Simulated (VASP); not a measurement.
Output of a VASP run:

### OSZICAR
```
       N       E                     dE             d eps       ncg     rms          rms(c)
DAV:   1     0.133298539384E+03    0.13330E+03   -0.89619E+03  2124   0.147E+03
DAV:   2    -0.102724274519E+02   -0.14357E+03   -0.14062E+03  2240   0.356E+02
DAV:   3    -0.175652720508E+02   -0.72928E+01   -0.72173E+01  3132   0.894E+01
DAV:   4    -0.177539857114E+02   -0.18871E+00   -0.18851E+00  2569   0.120E+01
DAV:   5    -0.177604633497E+02   -0.64776E-02   -0.64775E-02  2968   0.205E+00    0.142E+01
DAV:   6    -0.164833170572E+02    0.12771E+01   -0.15671E+01  2454   0.580E+01    0.961E+00
DAV:   7    -0.176374618976E+02   -0.11541E+01   -0.22253E+01  2977   0.498E+01    0.192E+01
DAV:   8    -0.156209977208E+02    0.20165E+01   -0.11159E+01  3116   0.337E+01    0.177E+00
DAV:   9    -0.156556780925E+02   -0.34680E-01   -0.26739E-01  3050   0.542E+00    0.228E+00
DAV:  10    -0.156645426663E+02   -0.88646E-02   -0.10091E-01  2621   0.364E+00    0.148E+00
DAV:  11    -0.156663046248E+02   -0.17620E-02   -0.58961E-02  3067   0.278E+00    0.745E-01
DAV:  12    -0.156656333958E+02    0.67123E-03   -0.15269E-02  3177   0.132E+00    0.432E-01
DAV:  13    -0.156650669229E+02    0.56647E-03   -0.23317E-03  2965   0.469E-01    0.193E-01
DAV:  14    -0.156648394587E+02    0.22746E-03   -0.53492E-04  3119   0.194E-01    0.787E-02
DAV:  15    -0.156648325520E+02    0.69067E-05   -0.19881E-04  2937   0.118E-01    0.223E-02
DAV:  16    -0.156648395354E+02   -0.69834E-05   -0.25404E-05  3001   0.494E-02    0.110E-02
DAV:  17    -0.156648418964E+02   -0.23610E-05   -0.60376E-06  2099   0.274E-02    0.576E-03
DAV:  18    -0.156648422940E+02   -0.39765E-06   -0.46833E-06  1621   0.247E-02
   1 F= -.15664842E+02 E0= -.15665008E+02  d E =0.497860E-03  mag=     0.8154
```

File OUTCAR:
```
------------------------ aborting loop because EDIFF is reached ----------------------------------------
  FORCE on cell =-STRESS in cart. coord.  units (eV):
  Direction    XX          YY          ZZ          XY          YZ          ZX
  --------------------------------------------------------------------------------------
  Total       -0.4176922     -0.4176922     -0.4176922     -0.0000000      0.0000000     -0.0000000
  in kB      -25.0353312    -25.0353312    -25.0353312     -0.0000000      0.0000000     -0.0000000
  external PRESSURE =     -25.0353312 kB  Pullay stress =       0.0000000 kB
  volume of cell :       26.73
      direct lattice vectors                 reciprocal lattice vectors
     2.990000000  0.000000000  0.000000000     0.334448161  0.000000000  0.000000000
     0.000000000  2.990000000  0.000000000     0.000000000  0.334448161  0.000000000
     0.000000000  0.000000000  2.990000000     0.000000000  0.000000000  0.334448161
 POSITION                                       TOTAL-FORCE (eV/Angst)
 -----------------------------------------------------------------------------------
      0.00000      0.00000      0.00000         0.000000      0.000000      0.000000
      1.49500      1.49500      1.49500         0.000000      0.000000      0.000000
 -----------------------------------------------------------------------------------
    total drift:                               -0.000000      0.000000      0.000000
  FREE ENERGIE OF THE ION-ELECTRON SYSTEM (eV)
  ---------------------------------------------------
  free  energy   TOTEN  =       -15.6648422940 eV

  energy  without entropy=      -15.6653401541  energy(sigma->0) =      -15.66500825
```
(Selected blocks of OUTCAR.)

### POSCAR
```
TiCo
1
    2.9900000000     0.0000000000     0.0000000000
    0.0000000000     2.9900000000     0.0000000000
    0.0000000000     0.0000000000     2.9900000000
Ti Co
1 1
Direct
  0.0000000000   0.0000000000   0.0000000000
  0.5000000000   0.5000000000   0.5000000000
```

Problem. Reconstruct the remaining input files.

Solution. One answer among several that fit: the input of the run itself, PBE GGA, plane waves, VASP's PBE PAW potentials (set 64).

File KPOINTS:
```
Automatic mesh
0
Gamma
9 9 9
0 0 0
```

INCAR:
```
SYSTEM = TiCo
PREC = Accurate
ENCUT = 400
EDIFF = 1E-6
NELM = 100
ALGO = Normal
LREAL = .FALSE.
LASPH = .TRUE.
ISMEAR = 1
SIGMA = 0.1
GGA = PE
LMAXMIX = 4
LWAVE = .FALSE.
LCHARG = .FALSE.
ISIF = 2
ISPIN = 2
MAGMOM = 1.0 1.0
```

POTCAR, in this order: Ti_sv Co (PBE.64 set). Program: vasp_std.

The compound is TiCo in the CsCl type structure. The cell was not relaxed at this level.
